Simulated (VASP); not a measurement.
CaP5, 6 atoms in the cell. It takes space group P6/mmm (No. 191, hexagonal). The conventional cell has a = 6.133 Å, b = 6.133 Å, c = 3.338 Å, α = 90.00°, β = 90.00°, γ = 120.00°. Around Ca (site symmetry 6/mmm) lie 2 Ca at 3.34 Å and 18 P at 3.49 to 3.54 Å. P (site symmetry mmm) is surrounded by 4 P at 2.43 Å. P (site symmetry -6m2) is surrounded by 6 P at 2.43 Å. The cell was built by a generator and needn't be a form met in nature. The cell isn't the ideal one: species swapped into the YFe5 type (P6/mmm, No. 191).

| Item | Value |
| --- | --- |
| Program | VASP 6.6.1 |
| Task | single point |
| Functional | PBE |
| Potentials or basis | VASP PAW PBE potentials, release 64 (Ca_sv, P) |
| Cutoff | 520 eV |
| k mesh | 9 × 9 × 10 |
| Occupations | gaussian, width 0.1 eV |
| Spin | no spin polarisation |
| Dipole correction | no |
| Further INCAR settings | ALGO = Fast; EDIFF = 1e-06; NBANDS = 26 |

Potentials or basis: VASP PAW PBE potentials, release 64 (Ca_sv, P).

Run with:

```console
$ cat potpaw_PBE.64/Ca_sv/POTCAR potpaw_PBE.64/P/POTCAR > POTCAR
$ mpirun -np 1 vasp_std > vasp.out
```

Hardware: 1 thread of AMD EPYC 7R43 64-Core Processor (Zen 3), on a shared host.

How long does it take, and how much memory?

Run time: 8.9 min on 1 thread of AMD EPYC 7R43 64-Core Processor (Zen 3), on a shared host, peak memory 0.32 GiB. Counts: scf iterations 21, k points 72.
